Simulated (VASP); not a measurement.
An input for Quantum ESPRESSO's pw.x (written as the equivalent of a VASP run, and not itself run):

```
&CONTROL
  calculation = 'scf'
  pseudo_dir = './pseudo'
  outdir = './out'
  tprnfor = .true.
  tstress = .true.
/
&SYSTEM
  ibrav = 0
  nat = 2
  ntyp = 2
  ecutwfc = 82
  occupations = 'smearing'
  smearing = 'gaussian'
  degauss = 0.003675
  input_dft = 'pbe'
  noncolin = .true.
  lspinorb = .true.
/
&ELECTRONS
  conv_thr = 7.3e-08
  electron_maxstep = 100
/
ATOMIC_SPECIES
  Si 28.085 Si.upf
  C 12.011 C.upf
CELL_PARAMETERS angstrom
     0.0000000    2.1800000    2.1800000
     2.1800000    0.0000000    2.1800000
     2.1800000    2.1800000    0.0000000
ATOMIC_POSITIONS crystal
  Si   0.0000000  0.0000000  0.0000000
  C    0.2500000  0.2500000  0.2500000
K_POINTS automatic
  8 8 8 0 0 0
```

Problem. Translate this input to VASP (INCAR, KPOINTS, POSCAR, choice of POTCAR).

Solution. This is not unique; one that fits is 
KPOINTS:
```
Automatic mesh
0
Gamma
8 8 8
0 0 0
```

INCAR:
```
SYSTEM=SiC
PREC=Accurate; ENCUT=520; LREAL=.FALSE.
LASPH=.TRUE.
EDIFF=1E-6; NELM=100; ALGO=Normal
ISMEAR=0; SIGMA=0.05
GGA=PE; GGA_COMPAT=.FALSE.
MAGMOM=0 0 0 0 0 0
LSORBIT=.TRUE.
ISIF=2
LWAVE=.FALSE.; LCHARG=.FALSE.
```

### POSCAR
```
SiC
1
    0.0000000000     2.1800000000     2.1800000000
    2.1800000000     0.0000000000     2.1800000000
    2.1800000000     2.1800000000     0.0000000000
Si C
1 1
Direct
  0.0000000000   0.0000000000   0.0000000000
  0.2500000000   0.2500000000   0.2500000000
```

POTCAR, in this order: Si C (PBE.64 set). Program: vasp_ncl.

Limits of the translation: the potentials are each code's own (VASP's PAW set, PseudoDojo norm-conserving files, fully relativistic, in pw.x), so ENCUT and ecutwfc are chosen apart and not converted; conv_thr bounds pw.x's estimated SCF error, while EDIFF bounds the energy change between steps.

The compound is SiC in the zinc blende structure. The cell was not relaxed at this level.
